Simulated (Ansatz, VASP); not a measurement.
## Cross-check of InGaN2 ([0001] superlattice of 1 + 1 bilayers (invented)) between VASP and Ansatz

Aim: how closely do two programs agree when they are given the same cell, functional and k mesh? The cell is generated by rule, not measured, and may not be a known phase. The cell is taken from a series of runs on this material, whose earlier steps may have relaxed, scaled, displaced or heated it; both programs get it as it stands.

Calculated with Ansatz 0.2.0; plane waves, with VASP 6.6.1 beside it; relaxation of cell and atoms at r2SCAN.

### 1. Starting point

It takes space group P3m1 (No. 156, trigonal). Conventional cell: a = 3.360 Å, b = 3.360 Å, c = 5.505 Å, α = 90.00°, β = 90.00°, γ = 120.00°. Nearest to Ga lie 4 N at 1.92 to 2.03 Å. In has 4 N at 2.11 to 2.18 Å nearest. N has 1 Ga at 1.92 Å and 3 In at 2.11 Å nearest. N has 3 Ga at 2.03 Å and 1 In at 2.18 Å nearest. Farther neighbours and most contacts between anions are not listed.

As a file:

```cif
data_structure
_symmetry_space_group_name_H-M 'P3m1'
_symmetry_Int_Tables_number 156
_cell_length_a 3.3596
_cell_length_b 3.3596
_cell_length_c 5.5052
_cell_angle_alpha 90.000
_cell_angle_beta 90.000
_cell_angle_gamma 120.000
_cell_volume 53.81
loop_
_atom_site_label
_atom_site_type_symbol
_atom_site_symmetry_multiplicity
_atom_site_Wyckoff_symbol
_atom_site_fract_x
_atom_site_fract_y
_atom_site_fract_z
_atom_site_occupancy
Ga1 Ga 1 a 0.00000 0.00000 0.00244 1
In1 In 1 b 0.33333 0.66667 0.50028 1
N1 N 1 a 0.00000 0.00000 0.35167 1
N2 N 1 b 0.33333 0.66667 0.89561 1
```

### 2. Ansatz: relaxation of cell and atoms, r2SCAN, pair 1

Ansatz runs on its PAW soft_1 files.

The relaxed volume is the usual yardstick between codes: in a stiff, nearly cubic crystal its relative difference is about their pressure difference at one cell divided by the bulk modulus.

The input, input.yaml:

```yaml
crystal:
  lattice:
    - [3.3596112409, 0.0, 0.0]
    - [-1.6798056205, 2.9095086814, 0.0]
    - [0.0, 0.0, 5.5052168873]
  atoms:
    - { symbol: Ga, position: [0.3333333333, 0.6666666667, 0.0024432107] }
    - { symbol: In, position: [0.6666666667, 0.3333333333, 0.5002784845] }
    - { symbol: "N", position: [0.3333333333, 0.6666666667, 0.35166682] }
    - { symbol: "N", position: [0.6666666667, 0.3333333333, 0.8956114848] }
kpoints:
  mp_grid: { grid: [9, 9, 4] }
hamiltonian:
  xc: r2scan
  pseudopotentials: { kind: paw, azcp: { folder: soft_1 } }
scf:
  occupations: { method: fixed }
output:
  forces: true
  stress: true
  eigenvalues: true
basis:
  ecutwfc: 600.0
relax:
  adjacent_minimum: "off"
  f_tol: 0.001
  max_steps: 60
  cell: { stress_tol: 0.01 }
```

Launch:

```bash
> ansatz run input.yaml --threads 4 --pin off --max-ram 9216MiB --backend cpu --events-out ev --progress --plain --runs-dir out
```

Numbers of over 12 decimals in the logs are rounded to 6 here.

The log of the run:

```text
Engine: ansatz 0.2.0, aarch64-unknown-linux-gnu
Pseudopotentials: kind: paw
Pseudopotential: Ga, paw, valence charge 13, recommended cutoff 500 eV (meta_gga), soft_1/Ga.paw.azcp
Pseudopotential: In, paw, valence charge 13, recommended cutoff 500 eV (meta_gga), soft_1/In.paw.azcp
Pseudopotential: N, paw, valence charge 5, recommended cutoff 500 eV (meta_gga), soft_1/N.paw.azcp
Functional definition: r2SCAN
  parameter k0 = 0.174
  parameter k1 = 0.065
  parameter a1 = 4.9479
  exchange = r2scan_x(k0 = k0, k1 = k1, a1 = a1)
  correlation = r2scan_c
Crystal: 4 atoms, lattice volume = 53.812 Å³
Basis set: ecut = 600 eV, 1785 PW (Γ), exchange–correlation on 108×108×180 points (64 copies of the dense FFT grid, shifted against one another)
Bands: 22, of which v1, the nominal top of the filled ones, is band 18 counted from 1 (17 counted from 0)
Symmetry: 6 space group operations
Space group: P3m1 (ITA 156), of the structure as read, at distance tolerance 3.8e-5 Å
k-points: 43 of 324 (time reversal used)
Non-local potential: Ga, projectors of the file, l = 0: 2, l = 1: 2, l = 2: 3, l = 3: 1
Non-local potential: In, projectors of the file, l = 0: 2, l = 1: 2, l = 2: 2, l = 3: 1
Non-local potential: N, projectors of the file, l = 0: 2, l = 1: 2, l = 2: 1
PAW form: soft (Blöchl's): semilocal exchange-correlation on the pseudo side does not see the compensation charge
PAW frozen core: Ga, regenerated for the run's functional (the file was generated under x = pbe(κ = 0.804, μ = 0.219515), c = pbe(β = 0.066725))
PAW frozen core: In, regenerated for the run's functional (the file was generated under x = pbe(κ = 0.804, μ = 0.219515), c = pbe(β = 0.066725))
PAW frozen core: N, regenerated for the run's functional (the file was generated under x = pbe(κ = 0.804, μ = 0.219515), c = pbe(β = 0.066725))
PAW one-centre angular grid: Ga, 590 points (default); XC on 160 Gauss nodes
PAW one-centre angular grid: In, 590 points (default); XC on 160 Gauss nodes
PAW one-centre angular grid: N, 302 points (default); XC on 160 Gauss nodes
Initial density: superposition of atomic densities (chi_scale 0.1, normalization cell, long waves kept (reshape's long-wave potential 0.07 eV rms))
Initial wavefunctions: pseudopotential atomic-orbital guess
Functional: x = r2scan, c = r2scan; τ floored in thin density (d = 2e-4 eV/Å³)
SCF iter   1: F=—  HF=-10173.850367 eV  |F-HF|=—  |Δ(HF+E_count)|=         —  Δρ=9.35e-2  dr2=4.77e0  dr2_τ=5.27e-1  ethr=3.10e-3  ⟨swp⟩=5.0  Hψ=3583  notcnv=0  defer=82
preconditioner: auto → Resta (q_TF=auto, 2.551 Å⁻¹)  ε∞=4.3  [insulator: Δε(μ)=1.421 eV  Ē_g=16.677 eV  n_scr=22 (ndim 8)  ℏωp=30.4 eV  f_vac=0.000  ε∞_Penn≈4.3]
SCF iter   2: F=—  HF=-10172.868430 eV  |F-HF|=—  |Δ(HF+E_count)|=   9.82e-1  Δρ=4.23e-2  dr2=5.72e-1  dr2_τ=9.15e-2  ethr=3.10e-3  ⟨swp⟩=2.7  Hψ=2251  notcnv=0  defer=71
SCF iter   3: F=—  HF=-10172.945873 eV  |F-HF|=—  |Δ(HF+E_count)|=   7.74e-2  Δρ=1.68e-2  dr2=1.27e-1  dr2_τ=8.12e-3  ethr=1.59e-3  ⟨swp⟩=2.0  Hψ=1037  notcnv=0  defer=81
SCF iter   4: F=—  HF=-10172.942449 eV  |F-HF|=—  |Δ(HF+E_count)|=   3.42e-3  Δρ=3.05e-3  dr2=4.08e-3  dr2_τ=2.70e-4  ethr=3.52e-4  ⟨swp⟩=2.4  Hψ=1459  notcnv=0  defer=84
SCF iter   5: F=—  HF=-10172.944344 eV  |F-HF|=—  |Δ(HF+E_count)|=   1.90e-3  Δρ=1.84e-3  dr2=1.05e-3  dr2_τ=2.44e-5  ethr=1.13e-5  ⟨swp⟩=2.0  Hψ=1787  notcnv=0  defer=86
SCF iter   6: F=—  HF=-10172.943718 eV  |F-HF|=—  |Δ(HF+E_count)|=   6.26e-4  Δρ=3.42e-4  dr2=9.26e-5  dr2_τ=3.08e-6  ethr=2.91e-6  ⟨swp⟩=2.0  Hψ=1799  notcnv=0  defer=86
SCF iter   7: F=—  HF=-10172.943714 eV  |F-HF|=—  |Δ(HF+E_count)|=   4.70e-6  Δρ=1.37e-4  dr2=8.82e-6  dr2_τ=1.30e-6  ethr=2.57e-7  ⟨swp⟩=2.0  Hψ=1707  notcnv=0  defer=32
SCF iter   8: F=—  HF=-10172.943717 eV  |F-HF|=—  |Δ(HF+E_count)|=   2.89e-6  Δρ=6.23e-5  dr2=2.24e-6  dr2_τ=2.63e-7  ethr=2.45e-8  ⟨swp⟩=2.3  Hψ=1677  notcnv=0  defer=46
SCF iter   9: F=—  HF=-10172.943717 eV  |F-HF|=—  |Δ(HF+E_count)|=   4.54e-7  Δρ=1.55e-5  dr2=1.35e-7  dr2_τ=8.57e-9  ethr=6.22e-9  ⟨swp⟩=2.0  Hψ=1203  notcnv=0  defer=66
SCF iter  10: F=-10172.943717 eV  HF=-10172.943717 eV  |F-HF|=2.95e-10  |Δ(HF+E_count)|=   3.21e-8  Δρ=3.80e-6  dr2=8.83e-9  dr2_τ=4.20e-10  ethr=2.78e-10  ⟨swp⟩=6.9  Hψ=4810  notcnv=0
SCF 1 converged in 10 iterations: F = -10172.943717 eV  dr2 = 8.83e-9
  greatest PAW one-centre occupation: 0.994 electrons in one spin orbital (limit 2), on the Ga atom at site 0 (counted from 0), in its partial waves of l = 2
relax step   1: F+E_penalty+E_count = -10172.94371709 eV  Δ(F+E_penalty+E_count) = +0.000e0 eV  max|allowed force component| = 2.785e-4 eV/Å  Δτ_max = 0.0000 Å  P = -0.000 GPa  Ω = 53.812 Å³  (10 SCF iters, dr2 threshold 1.00e-7 eV, accepted)
Initial density: handed on by an earlier stage of this run
Initial wavefunctions: pseudopotential atomic-orbital guess (no wavefunctions were taken with the density)
iter 1 solved again at ethr=4.02e-8 eV; its pass at ethr=3.10e-3 eV (dr2=1.45e-5 eV) is discarded
SCF iter   1: F=—  HF=-10172.943712 eV  |F-HF|=—  |Δ(HF+E_count)|=         —  Δρ=3.83e-6  dr2=8.89e-9  dr2_τ=3.89e-10  ethr=4.02e-8  ⟨swp⟩=3.6  Hψ=6522  notcnv=0  defer=86
preconditioner: auto → Resta (q_TF=auto, 2.551 Å⁻¹)  ε∞=4.4  [insulator: Δε(μ)=0.666 eV  Ē_g=16.418 eV  n_scr=22 (ndim 8)  ℏωp=30.4 eV  f_vac=0.010  ε∞_Penn≈4.4]
SCF iter   2: F=—  HF=-10172.943717 eV  |F-HF|=—  |Δ(HF+E_count)|=   5.15e-6  Δρ=2.46e-6  dr2=3.87e-9  dr2_τ=5.19e-11  ethr=2.47e-11  ⟨swp⟩=2.2  Hψ=1732  notcnv=0  defer=38
SCF iter   3: F=—  HF=-10172.943717 eV  |F-HF|=—  |Δ(HF+E_count)|=   1.11e-9  Δρ=6.42e-7  dr2=3.48e-10  dr2_τ=1.81e-11  ethr=1.07e-11  ⟨swp⟩=2.7  Hψ=1617  notcnv=0  defer=38
SCF iter   4: F=—  HF=-10172.943717 eV  |F-HF|=—  |Δ(HF+E_count)|=  4.73e-11  Δρ=2.33e-7  dr2=3.79e-11  dr2_τ=4.38e-12  ethr=1.00e-12  ⟨swp⟩=2.0  Hψ=1695  notcnv=0  defer=38
SCF iter   5: F=—  HF=-10172.943717 eV  |F-HF|=—  |Δ(HF+E_count)|=  1.27e-11  Δρ=1.02e-7  dr2=4.44e-12  dr2_τ=1.03e-13  ethr=1.00e-12  ⟨swp⟩=2.0  Hψ=1239  notcnv=0  defer=38
SCF iter   6: F=-10172.943717 eV  HF=-10172.943717 eV  |F-HF|=1.82e-12  |Δ(HF+E_count)|=  1.82e-12  Δρ=3.81e-8  dr2=8.31e-13  dr2_τ=9.34e-14  ethr=1.00e-12  ⟨swp⟩=7.4  Hψ=5197  notcnv=0
SCF 2 converged in 6 iterations: F = -10172.943717 eV  dr2 = 8.31e-13
relax step   2: F+E_penalty+E_count = -10172.94371709 eV  Δ(F+E_penalty+E_count) = -2.052e-9 eV  max|allowed force component| = 2.617e-4 eV/Å  Δτ_max = 0.0000 Å  P = +0.000 GPa  Ω = 53.812 Å³  stress off target by 1.44e-3 GPa  SCF on the basis re-selected at this cell (its energy is not comparable with the rows above)  (6 SCF iters)
basis re-selected at this cell: Δ(F+E_penalty+E_count) = -2.052e-9 eV, ΔP = +0.000 GPa vs the last step (what re-selecting the basis moved, of the pressure what is left beyond the Pulay correction that the steps carried, after the strain that the cell walked since its last selection, with what the two solves' SCF thresholds leave and, on support functions, any second-order correction that the steps lacked; it is no m [...]
SCF converged after 6 iterations
Free energy (F): -10172.943717 eV
Harris-Foulkes:  -10172.943717 eV  (|F-HF|=1.82e-12)
Internal energy: -10172.943717 eV  (E = F + TS)
E sigma→0 (E₀):  -10172.943717 eV
Fermi energy:    9.523996 eV
--- Per-component energies (eV) ---
  E_band       = -27.642835
  E_kinetic    = 587.230577
  E_local      = -2649.970621  (includes V_loc(G=0)·N_el)
  E_nonlocal   = 310.961530
  E_hartree    = 1392.759194
  E_xc         = -304.561872
  E_vxc        = -315.280176  (∫ρ·V_xc dr)
  E_paw        = -6509.710842  (= ΣΔE_a)
  E_vpaw       = -764.772433  (= ΣTr[D̂ρ^β])
  E_aug_tail   = -0.000039  (compensation charges beyond the density's cutoff)
  E_vtau       = 18.669935  (kinetic-family band-sum trace: ∫τ·v_τ [+ j·A + Jᵃ·Aᵃ] dr)
  E_ewald      = -2999.904998
  E_core_change = 0.253355  (= ΣΔE_core)
  E_smearing   = -0.000000  (= −TS)
  E_closure    = 0.000000  (closes the sum)
  Σ components = -10172.943717   (vs F -10172.943717, Δ=0.00e0)
--- Forces (eV/Å), atoms counted from 1 ---
  atom   1  Ga    -0.00000000    -0.00000000    -0.00015648
  atom   2  In    -0.00000000    -0.00000000     0.00012634
  atom   3  N      0.00000000    -0.00000000    -0.00021831
  atom   4  N      0.00000000    -0.00000000     0.00026609
  max |Σ_I F_I| component: 1.76e-5 eV/Å
--- Stress (GPa, compression-positive) ---
       -0.000697       0.000000      -0.000000
        0.000000      -0.000697       0.000000
       -0.000000       0.000000       0.001442
  P = ⅓ Tr σ = 0.0000 GPa (0.000 kbar)
--- Band table (eV; the first three rows and the last of 43) ---
  k-point 0: bands = [... 14 lower, 8.2827, 9.2109, 9.5240, 9.5240, 10.1896, 13.3278, 17.6475, 19.2562]
  k-point 1: bands = [... 14 lower, 8.3890, 8.3890, 9.4067, 9.4067, 11.5172, 13.3095, 17.2211, 19.2666]
  k-point 2: bands = [... 14 lower, 8.5281, 8.5281, 9.2566, 9.2566, 12.5220, 13.1439, 16.7077, 18.8007]
  k-point 42: bands = [... 14 lower, 5.3952, 5.9782, 7.6717, 8.2427, 15.4126, 15.4859, 15.8481, 17.1870]
--- Relaxed structure (1 steps of the walk, 1 accepted, 1 SCFs on fresh bases) ---
  F+E_penalty+E_count = -10172.94371709 eV   max|allowed force component| = 2.617e-4 eV/Å   (the final SCF, on the basis selected at the relaxed cell)
  cell:  # Å, volume = 53.8125 Å³
    - [3.359611, 2.8867620431646146e-11, 0.0]
    - [-1.679806, 2.909509, 0.0]
    - [0.0, 0.0, 5.5052168873]
  atoms:
    - { symbol: Ga, position: [0.333333, 0.666667, 0.00244321] }
    - { symbol: In, position: [0.666667, 0.333333, 0.500278] }
    - { symbol: N, position: [0.333333, 0.666667, 0.351667] }
    - { symbol: N, position: [0.666667, 0.333333, 0.895611] }
```

(Part 1 of 2 ends here.)

[Lines on the potential files, build, host, timing and source positions are cut from VASP's logs without a mark.]

[Logs are printed without paths, hosts, clocks, repeated set-up lines and the standing remarks that a program may print on its own settings, such as how far it seeks lower states.]

[Hosts, paths, dates, database ids (printed as entryN), source tags and the programs' standing remarks are cut or masked in the printed files.]
